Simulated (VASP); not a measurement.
Computed with PBE GGA, VASP's PBE PAW potentials (set 64) (plane waves; VASP).

Input for VASP

**KPOINTS**
```
Automatic
0
Gamma
6 6 6
```

### INCAR
```
ALGO = Normal
EDIFF = 1E-8
ENCUT = 520
GGA = PE
ISMEAR = 0
LASPH = .True.
LCHARG = .False.
LEPSILON = .True.
LMAXMIX = 4
LREAL = .False.
LWAVE = .False.
NELM = 100
PREC = Accurate
SIGMA = 0.01
SYSTEM = BaTiO3
```

**POSCAR**
```
BaTiO3
1
    4.0337536518     0.0000000000     0.0000000000
    0.0000000000     4.0337536518     0.0000000000
    0.0000000000     0.0000000000     4.0337536518
Ba Ti O
1 1 3
Direct
  0.0000000000   0.0000000000   0.0000000000
  0.5000000000   0.5000000000   0.5000000000
  0.5000000000   0.0000000000   0.5000000000
  0.0000000000   0.5000000000   0.5000000000
  0.5000000000   0.5000000000   0.0000000000
```

POTCAR, in this order: Ba_sv Ti_sv O (PBE.64 set). Program: vasp_std.

Output of the run:

File OUTCAR:
```
 ion  position               nearest neighbor table
   1  0.000  0.000  0.000-   3 2.85   4 2.85   5 2.85   3 2.85   4 2.85   4 2.85   5 2.85   4 2.85
                             3 2.85   5 2.85   3 2.85   5 2.85   2 3.49   2 3.49   2 3.49   2 3.49
   2  0.500  0.500  0.500-   3 2.02   4 2.02   5 2.02   5 2.02   3 2.02   4 2.02   1 3.49   1 3.49
                             1 3.49   1 3.49   1 3.49   1 3.49   1 3.49   1 3.49
   3  0.500  0.000  0.500-   2 2.02   2 2.02   1 2.85   1 2.85   1 2.85   1 2.85
   4  0.000  0.500  0.500-   2 2.02   2 2.02   1 2.85   1 2.85   1 2.85   1 2.85
   5  0.500  0.500  0.000-   2 2.02   2 2.02   1 2.85   1 2.85   1 2.85   1 2.85
  LATTYP: Found a simple cubic cell.
 ALAT       =     4.0337536518
 Subroutine PRICEL returns:
 Original cell was already a primitive cell.
 Subroutine GETGRP returns: Found 48 space group operations
The static configuration has the point symmetry O_h .
The dynamic configuration has the point symmetry O_h .
 Subroutine INISYM returns: Found 48 space group operations
 Subroutine IBZKPT returns following result:
 Found     20 irreducible k-points:

 Following reciprocal coordinates:
            Coordinates               Weight
  0.000000  0.000000  0.000000      1.000000
  0.166667  0.000000  0.000000      6.000000
  0.333333  0.000000  0.000000      6.000000
  0.500000  0.000000  0.000000      3.000000
  0.166667  0.166667  0.000000     12.000000
  0.333333  0.166667  0.000000     24.000000
  0.500000  0.166667  0.000000     12.000000
  0.333333  0.333333  0.000000     12.000000
  0.500000  0.333333  0.000000     12.000000
  0.500000  0.500000  0.000000      3.000000
  0.166667  0.166667  0.166667      8.000000
  0.333333  0.166667  0.166667     24.000000
  0.500000  0.166667  0.166667     12.000000
  0.333333  0.333333  0.166667     24.000000
  0.500000  0.333333  0.166667     24.000000
  0.500000  0.500000  0.166667      6.000000
  0.333333  0.333333  0.333333      8.000000
  0.500000  0.333333  0.333333     12.000000
  0.500000  0.500000  0.333333      6.000000
...
```

OSZICAR:
```
...
RMM:  22    -0.152293417879E+01   -0.74243E-07    0.45777E-08   726   0.207E-04
RMM:  23    -0.152293420623E+01   -0.27441E-07   -0.38526E-07   709   0.164E-04
RMM:  24    -0.152293422072E+01   -0.14498E-07   -0.14626E-07   669   0.136E-04
RMM:  25    -0.152293422523E+01   -0.45011E-08   -0.17292E-07   635   0.119E-04
RMM:  26    -0.152293422785E+01   -0.26273E-08   -0.59840E-08   611   0.107E-04
 Linear response to external field, progress :
  Direction:   1
       N       E                     dE             d eps       ncg     rms          rms(c)
RMM:   1    -0.992064516010E+00   -0.99206E+00   -0.40202E+00  3162   0.100E+01
RMM:   2    -0.107390167181E+01   -0.81837E-01   -0.20558E-01  3704   0.205E+00    0.133E+00
RMM:   3    -0.106850944010E+01    0.53922E-02   -0.87978E-02  3560   0.149E+00    0.765E-01
RMM:   4    -0.110301806035E+01   -0.34509E-01   -0.55600E-02  3527   0.129E+00    0.207E-01
RMM:   5    -0.111865556384E+01   -0.15638E-01   -0.19525E-02  3957   0.536E-01    0.525E-02
RMM:   6    -0.112121014833E+01   -0.25546E-02   -0.58860E-03  4161   0.244E-01    0.346E-02
RMM:   7    -0.112256504055E+01   -0.13549E-02   -0.36289E-03  4081   0.122E-01    0.241E-02
RMM:   8    -0.112354118221E+01   -0.97614E-03   -0.13663E-03  3908   0.767E-02    0.724E-03
RMM:   9    -0.112386154028E+01   -0.32036E-03   -0.36002E-04  4092   0.448E-02    0.194E-03
RMM:  10    -0.112399519398E+01   -0.13365E-03   -0.35241E-04  4313   0.265E-02    0.247E-03
RMM:  11    -0.112413401586E+01   -0.13882E-03   -0.18810E-04  4036   0.175E-02    0.179E-03
RMM:  12    -0.112422804920E+01   -0.94033E-04   -0.13577E-04  4196   0.115E-02    0.126E-03
RMM:  13    -0.112432572025E+01   -0.97671E-04   -0.60531E-05  3740   0.912E-03    0.126E-03
RMM:  14    -0.112427563533E+01    0.50085E-04   -0.61156E-05  3788   0.596E-03    0.588E-04
RMM:  15    -0.112427903017E+01   -0.33948E-05   -0.37417E-07  4215   0.365E-03    0.867E-04
RMM:  16    -0.112428449070E+01   -0.54605E-05   -0.79786E-06  3847   0.227E-03    0.107E-03
RMM:  17    -0.112428607418E+01   -0.15835E-05    0.77631E-06  3670   0.150E-03    0.132E-03
RMM:  18    -0.112428450155E+01    0.15726E-05    0.67292E-06  3435   0.957E-04    0.148E-03
RMM:  19    -0.112429809686E+01   -0.13595E-04    0.60199E-06  3955   0.908E-04    0.119E-03
RMM:  20    -0.112435995270E+01   -0.61856E-04    0.53452E-06  5199   0.205E-03    0.415E-04
RMM:  21    -0.112434320760E+01    0.16745E-04    0.27235E-06  4291   0.742E-04    0.834E-05
RMM:  22    -0.112433938982E+01    0.38178E-05    0.28626E-06  3181   0.358E-04    0.223E-04
RMM:  23    -0.112433810243E+01    0.12874E-05    0.13305E-06  2157   0.193E-04    0.246E-04
RMM:  24    -0.112434230170E+01   -0.41993E-05    0.14826E-06  2822   0.212E-04    0.127E-04
RMM:  25    -0.112434197178E+01    0.32992E-06    0.36231E-07   987   0.996E-05    0.134E-04
RMM:  26    -0.112434611665E+01   -0.41449E-05    0.35208E-07  2999   0.177E-04    0.250E-05
RMM:  27    -0.112434574767E+01    0.36898E-06    0.20295E-07   823   0.697E-05    0.369E-05
RMM:  28    -0.112434568753E+01    0.60142E-07    0.30332E-07   702   0.618E-05    0.409E-05
RMM:  29    -0.112434601974E+01   -0.33222E-06    0.11570E-07   606   0.545E-05    0.345E-05
RMM:  30    -0.112434611401E+01   -0.94271E-07    0.44962E-08   610   0.506E-05    0.314E-05
RMM:  31    -0.112434716434E+01   -0.10503E-05    0.66839E-08  1088   0.608E-05    0.670E-06
 Linear response to external field, progress :
  Direction:   2
       N       E                     dE             d eps       ncg     rms          rms(c)
RMM:   1    -0.991352005970E+00   -0.99135E+00   -0.40131E+00  3159   0.100E+01
RMM:   2    -0.107390548823E+01   -0.82553E-01   -0.20734E-01  3696   0.204E+00    0.133E+00
RMM:   3    -0.106850207216E+01    0.54034E-02   -0.87958E-02  3554   0.149E+00    0.766E-01
RMM:   4    -0.110303208960E+01   -0.34530E-01   -0.55639E-02  3524   0.129E+00    0.207E-01
RMM:   5    -0.111850607524E+01   -0.15474E-01   -0.19431E-02  3992   0.536E-01    0.568E-02
RMM:   6    -0.112099172323E+01   -0.24856E-02   -0.58571E-03  4122   0.246E-01    0.372E-02
RMM:   7    -0.112248373909E+01   -0.14920E-02   -0.34946E-03  4071   0.124E-01    0.248E-02
RMM:   8    -0.112355627597E+01   -0.10725E-02   -0.11120E-03  3900   0.782E-02    0.624E-03
RMM:   9    -0.112384199598E+01   -0.28572E-03   -0.82566E-04  4121   0.448E-02    0.205E-03
RMM:  10    -0.112398726502E+01   -0.14527E-03   -0.12951E-03  4315   0.269E-02    0.254E-03
RMM:  11    -0.112412769755E+01   -0.14043E-03   -0.98950E-04  4021   0.177E-02    0.157E-03
RMM:  12    -0.112421611257E+01   -0.88415E-04   -0.52414E-04  4187   0.120E-02    0.946E-04
RMM:  13    -0.112430879861E+01   -0.92686E-04   -0.52414E-04  3716   0.913E-03    0.109E-03
RMM:  14    -0.112425432940E+01    0.54469E-04   -0.21194E-04  3775   0.640E-03    0.858E-04
RMM:  15    -0.112426202563E+01   -0.76962E-05   -0.26901E-04  4225   0.399E-03    0.107E-03
RMM:  16    -0.112426974888E+01   -0.77233E-05   -0.12850E-04  3937   0.261E-03    0.129E-03
RMM:  17    -0.112427538288E+01   -0.56340E-05   -0.13700E-04  3455   0.180E-03    0.147E-03
RMM:  18    -0.112431754113E+01   -0.42158E-04   -0.62672E-05  4700   0.205E-03    0.582E-04
RMM:  19    -0.112435893463E+01   -0.41394E-04   -0.49175E-05  4790   0.170E-03    0.423E-04
RMM:  20    -0.112435641076E+01    0.25239E-05   -0.25252E-05  3325   0.573E-04    0.307E-04
RMM:  21    -0.112433517140E+01    0.21239E-04   -0.13122E-05  4438   0.866E-04    0.291E-04
RMM:  22    -0.112433189497E+01    0.32764E-05   -0.90042E-06  2996   0.302E-04    0.375E-04
RMM:  23    -0.112434060532E+01   -0.87103E-05   -0.53556E-06  3498   0.363E-04    0.152E-04
RMM:  24    -0.112434422375E+01   -0.36184E-05   -0.41006E-06  2956   0.214E-04    0.598E-05
RMM:  25    -0.112434743967E+01   -0.32159E-05   -0.25032E-06  2736   0.162E-04    0.164E-05
RMM:  26    -0.112434658981E+01    0.84986E-06   -0.18298E-06   994   0.891E-05    0.793E-06
 Linear response to external field, progress :
  Direction:   3
       N       E                     dE             d eps       ncg     rms          rms(c)
RMM:   1    -0.991814564929E+00   -0.99181E+00   -0.40177E+00  3155   0.998E+00
RMM:   2    -0.107385067989E+01   -0.82036E-01   -0.20238E-01  3692   0.204E+00    0.133E+00
RMM:   3    -0.106843008277E+01    0.54206E-02   -0.88925E-02  3547   0.149E+00    0.765E-01
RMM:   4    -0.110294912333E+01   -0.34519E-01   -0.55878E-02  3524   0.129E+00    0.207E-01
RMM:   5    -0.111855306455E+01   -0.15604E-01   -0.19621E-02  3946   0.533E-01    0.538E-02
RMM:   6    -0.112107804392E+01   -0.25250E-02   -0.59325E-03  4126   0.242E-01    0.357E-02
RMM:   7    -0.112248477750E+01   -0.14067E-02   -0.37934E-03  4058   0.122E-01    0.247E-02
RMM:   8    -0.112353695483E+01   -0.10522E-02   -0.28475E-03  3875   0.768E-02    0.659E-03
RMM:   9    -0.112383904183E+01   -0.30209E-03   -0.77279E-04  4093   0.439E-02    0.196E-03
RMM:  10    -0.112397878329E+01   -0.13974E-03   -0.43077E-04  4314   0.257E-02    0.244E-03
RMM:  11    -0.112412596131E+01   -0.14718E-03   -0.19646E-05  4014   0.171E-02    0.148E-03
RMM:  12    -0.112420313620E+01   -0.77175E-04   -0.14448E-04  4221   0.115E-02    0.105E-03
RMM:  13    -0.112431174952E+01   -0.10861E-03   -0.65471E-06  3676   0.908E-03    0.122E-03
RMM:  14    -0.112424457574E+01    0.67174E-04    0.33840E-05  3688   0.645E-03    0.931E-04
RMM:  15    -0.112425583444E+01   -0.11259E-04    0.39270E-05  4231   0.394E-03    0.114E-03
RMM:  16    -0.112425924594E+01   -0.34115E-05    0.38023E-05  3651   0.254E-03    0.145E-03
RMM:  17    -0.112428427962E+01   -0.25034E-04    0.33329E-05  3622   0.204E-03    0.123E-03
RMM:  18    -0.112428176265E+01    0.25170E-05    0.17914E-05  3584   0.122E-03    0.149E-03
RMM:  19    -0.112428771880E+01   -0.59561E-05    0.89593E-06  3376   0.791E-04    0.144E-03
```

### OUTCAR
```
------------------------ aborting loop because EDIFF is reached ----------------------------------------

 HEAD OF MICROSCOPIC STATIC DIELECTRIC TENSOR (INDEPENDENT PARTICLE, excluding Hartree and local field effects)
 ------------------------------------------------------
           6.996159     0.000000    -0.000000
          -0.000000     6.996159    -0.000000
           0.000000     0.000000     6.996159
 ------------------------------------------------------

 MACROSCOPIC STATIC DIELECTRIC TENSOR (including local field effects in DFT)
 ------------------------------------------------------
           6.849089     0.000000    -0.000000
          -0.000000     6.849089     0.000000
          -0.000000    -0.000000     6.849089
 ------------------------------------------------------

 PIEZOELECTRIC TENSOR (including local field effects)  for field in x, y, z        (e  Angst)
          XX          YY          ZZ          XY          YZ          ZX
  --------------------------------------------------------------------------------
  x     0.00000     0.00000     0.00000     0.00000     0.00000     0.00000
  y     0.00000     0.00000     0.00000     0.00000     0.00000     0.00000
  z     0.00000     0.00000     0.00000     0.00000     0.00000     0.00000

 PIEZOELECTRIC TENSOR (including local field effects)  for field in x, y, z        (C/m^2)
          XX          YY          ZZ          XY          YZ          ZX
  --------------------------------------------------------------------------------
  x     0.00000     0.00000     0.00000     0.00000     0.00000     0.00000
  y     0.00000     0.00000     0.00000     0.00000     0.00000     0.00000
  z     0.00000     0.00000     0.00000     0.00000     0.00000     0.00000

 BORN EFFECTIVE CHARGES (including local field effects) (in |e|, cummulative output)
 ---------------------------------------------------------------------------------
 ion    1
    1     2.73418     0.00000     0.00000
    2    -0.00000     2.73418     0.00000
    3    -0.00000    -0.00000     2.73418
 ion    2
    1     7.50411    -0.00000     0.00000
    2    -0.00000     7.50411    -0.00000
    3     0.00000     0.00000     7.50411
 ion    3
    1    -2.13760     0.00000    -0.00000
    2    -0.00000    -5.96309    -0.00000
    3    -0.00000     0.00000    -2.13760
 ion    4
    1    -5.96309    -0.00000     0.00000
    2    -0.00000    -2.13760     0.00000
    3     0.00000     0.00000    -2.13760
 ion    5
    1    -2.13760    -0.00000     0.00000
    2     0.00000    -2.13760     0.00000
    3    -0.00000     0.00000    -5.96309
```
(Selected blocks of OUTCAR.)

The dielectric response may not be converged in the k-mesh; for small gaps it tends to come out too large.

The compound is BaTiO3 in the cubic perovskite structure, the ideal cubic form; the compound distorts at low or room temperature. It was relaxed first.
